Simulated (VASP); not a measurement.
Data:

```xyz
3
Lattice="1.5766 -2.7307 0.0000 1.5766 2.7307 0.0000 0.0000 0.0000 3.5057" Properties=species:S:1:pos:R:3 pbc="T T T"
Hf     1.5766    -2.7307     3.5057
B      1.5766     0.9102     1.7529
B      1.5766    -0.9102     1.7529
```

All values below come from revPBE GGA, VASP's PBE PAW potentials (set 64) (plane waves; VASP). Numerical set-up: 520 eV cut-off, Gaussian smearing of 0.050 eV, potentials Hf_pv B.

Unless said otherwise, spin-orbit coupling is left out, though it shifts the bands of the heavy elements here.

Problem. What does the run give for the band gap (along the path) with the smallest direct gap where there is one?

Solution. 
```json
{
  "band gap (along the path)": "none (metal, semimetal or under 0.01 eV)"
}
```

The compound is HfB2 in the AlB2 type structure. It was relaxed first.
